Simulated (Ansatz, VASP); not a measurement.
# Al (Al wire along [110], 8 atoms a period) in two plane-wave programs, part 2 of 2

One calculation is typed for both programs; each brings its own data sets. How far apart do they land? Of the first pair: The structure shown is the start of the Ansatz relaxation below; VASP solves that cell, so the two are compared at the walk's first step.

VASP 6.6.1 and Ansatz 0.2.0.

So far. Step 4 (Side by side): The forces differ by 0.7 meV/Å r.m.s., which is 0.3 % of the r.m.s. force of 0.196 eV/Å (both taken over all components).

**5. Ansatz: relaxation, PBE**

Level of this step: Ansatz beside VASP: Kohn-Sham DFT, plane waves, PBE (Ansatz).

This run makes the geometry at which the two programs are then compared. The cell compared in this pair holds 360.79 Å³, against 387.49 Å³ for the pair before.

The structure compared here is the end of the Ansatz relaxation.

The input, input.yaml:

```yaml
crystal:
  lattice:
    - [10.84, 0.0, 0.0]
    - [0.0, 12.513, 0.0]
    - [0.0, 0.0, 2.856711396]
  atoms:
    - { symbol: Al, position: [0.313653137, 0.271717414, 0.0] }
    - { symbol: Al, position: [0.313653137, 0.500016894, 0.0] }
    - { symbol: Al, position: [0.686346863, 0.271717414, 0.0] }
    - { symbol: Al, position: [0.686346863, 0.500016894, 0.0] }
    - { symbol: Al, position: [0.5, 0.385867154, 0.5] }
    - { symbol: Al, position: [0.5, 0.614166634, 0.5] }
    - { symbol: Al, position: [0.313653137, 0.728316374, 0.0] }
    - { symbol: Al, position: [0.686346863, 0.728316374, 0.0] }
kpoints:
  mp_grid: { grid: [1, 1, 29] }
scf:
  occupations: { method: fermi_dirac, width: 0.05 }
hamiltonian:
  xc: pbe
  pseudopotentials: { kind: paw, azcp: { folder: soft_1 } }
relax:
  cell: { fix: [a, b, alpha, beta, gamma] }
  max_steps: 45
  f_tol: 0.03
```

On the command line:

```sh
ansatz run input.yaml --threads 4 --pin off --max-ram 16384MiB --backend cpu --events-out ev --progress --plain --runs-dir out
```

Numbers of over 12 decimals in the logs are rounded to 6 here.

The program printed:

```text
[...]
Crystal: 8 atoms, lattice volume = 387.487 Å³
Basis set: ecut = 420 eV, 7569 PW (Γ), exchange–correlation on 150×180×40 points (8 copies of the dense FFT grid, shifted against one another)
Bands: 20, of which v1, the nominal top of the filled ones, is band 12 counted from 1 (11 counted from 0)
Symmetry: 8 space group operations
[...]
k-points: 15 of 29
[...]
- [0.0, 12.513, 0.0]
    - [0.0, 0.0, 2.659855]
  atoms:
    - { symbol: Al, position: [0.300774, 0.287820, 0.0] }
    - { symbol: Al, position: [0.300757, 0.500017, 0.0] }
    - { symbol: Al, position: [0.699226, 0.287820, 0.0] }
    - { symbol: Al, position: [0.699243, 0.500017, 0.0] }
    - { symbol: Al, position: [0.5, 0.384148, 0.5] }
    - { symbol: Al, position: [0.5, 0.615886, 0.5] }
    - { symbol: Al, position: [0.300774, 0.712214, 0.0] }
    - { symbol: Al, position: [0.699226, 0.712214, 0.0] }
[key lines of the parts left out:]
SCF converged after 5 iterations
Free energy (F): -4295.555951 eV
Fermi energy:    0.463276 eV
P = ⅓ Tr σ = 0.1023 GPa (1.023 kbar)
```

**6. VASP: single point, PBE, relaxed cell, pair 2**

The same cell, functional, mesh and smearing now go to VASP, with its own data sets.

The input, INCAR:

```
SYSTEM = Al
PREC = Accurate
ENCUT = 500
EDIFF = 1E-06
NELM = 120
ISMEAR = -1
SIGMA = 0.05
LREAL = .FALSE.
ALGO = Normal
GGA = PE
NBANDS = 20
LORBIT = 11
LWAVE = .FALSE.
LCHARG = .FALSE.
ISIF = 2
LASPH = .TRUE.
GGA_COMPAT = .FALSE.
KPAR = 2
```

The input, POSCAR:

```
Al
1.0
   10.8400000000      0.0000000000      0.0000000000
    0.0000000000     12.5130000000      0.0000000000
    0.0000000000      0.0000000000      2.6598550367
Al
8
Direct
    0.3007735988      0.2878198344      0.0000000000
    0.3007574559      0.5000168940      0.0000000000
    0.6992264012      0.2878198344      0.0000000000
    0.6992425441      0.5000168940      0.0000000000
    0.5000000000      0.3841476297      0.5000000000
    0.5000000000      0.6158861583      0.5000000000
    0.3007735988      0.7122139536      0.0000000000
    0.6992264012      0.7122139536      0.0000000000
```

The input, KPOINTS:

```
Automatic mesh
0
Gamma
1 1 29
0 0 0
```

PAW data sets: Al (PBE family, release 64).

On the command line:

```sh
mpirun -np 2 vasp_std
```

The program printed:

```text
[... set-up lines as in an earlier step ...]
 entering main loop
       N       E                     dE             d eps       ncg     rms          rms(c)
DAV:   1     0.591005961442E+02    0.59101E+02   -0.70886E+03   600   0.815E+02
DAV:   2    -0.234247282787E+02   -0.82525E+02   -0.78647E+02   808   0.121E+02
DAV:   3    -0.275543838338E+02   -0.41297E+01   -0.40622E+01   788   0.276E+01
DAV:   4    -0.276965676338E+02   -0.14218E+00   -0.14211E+00   948   0.633E+00
[...]
DAV:  16    -0.255028271666E+02   -0.14600E-04   -0.60366E-06   736   0.119E-02    0.327E-03
DAV:  17    -0.255028296448E+02   -0.24782E-05   -0.69043E-07   592   0.410E-03    0.194E-03
DAV:  18    -0.255028305110E+02   -0.86620E-06   -0.76240E-07   464   0.478E-03
   1 F= -.25502831E+02 E0= -.25493013E+02  d E =-.196347E-01
```

OUTCAR, selected parts (step 6):

```text
  Total        0.5670223      0.1739184     -0.0891985      0.0000000      0.0000000      0.0000000
  in kB        2.5180365      0.7723382     -0.3961131      0.0000000      0.0000000      0.0000000
  external PRESSURE =       0.9647539 kB  Pullay stress =       0.0000000 kB

 POSITION                                       TOTAL-FORCE (eV/Angst)
 -----------------------------------------------------------------------------------
      3.26039      3.60149      0.00000        -0.000852      0.003298      0.000000
      3.26021      6.25671      0.00000         0.005084      0.000000      0.000000
      7.57961      3.60149      0.00000         0.000852      0.003298     -0.000000
      7.57979      6.25671      0.00000        -0.005084      0.000000      0.000000
      5.42000      4.80684      1.32993         0.000000      0.004428      0.000000
      5.42000      7.70658      1.32993         0.000000     -0.004428      0.000000
      3.26039      8.91193      0.00000        -0.000852     -0.003298      0.000000
      7.57961      8.91193      0.00000         0.000852     -0.003298      0.000000
 -----------------------------------------------------------------------------------
    total drift:                                0.000000      0.000000     -0.000000

  FREE ENERGIE OF THE ION-ELECTRON SYSTEM (eV)
  ---------------------------------------------------
  free  energy   TOTEN  =       -25.5028305110 eV

  energy  without entropy=      -25.4831958326  energy(sigma->0) =      -25.49301317

[... 1 part as in an earlier step ...]

[... 2 further parts left out ...]
[key lines of the parts left out:]
E-fermi :   0.4877
```

**7. Comparison**

What differs besides the data sets and the points named for the pairs above, as far as they apply: the cutoff is 420 eV in Ansatz and 500 eV in VASP; Ansatz's pressure holds a Pulay correction, VASP's none. Total energies have different zeros and are not compared.

The two programs side by side:

```tsv
quantity	Ansatz	VASP	difference
pressure (GPa)	0.10	0.10	+0.01
```

**8. What came out**

```yaml
r_m_s_force_difference_single_point_pbe_start_cell_pair_1: 0.68 meV/Å
difference_in_pressure_single_point_pbe_relaxed_cell_pair_2: 0.0058 GPa
```

The r.m.s. force difference is 0.68 meV/Å (single point, PBE, start cell, pair 1), within the 12 meV/Å picked in this series as the mark of a large difference. How closely two codes agree says nothing of how well the functional describes the real material.

[Lines on the potential files, build, host, timing and source positions are cut from VASP's logs without a mark.]

[Logs are printed without paths, hosts, clocks, repeated set-up lines and the standing remarks that a program may print on its own settings, such as how far it seeks lower states.]

[Hosts, paths, dates, database ids (printed as entryN), source tags and the programs' standing remarks are cut or masked in the printed files.]
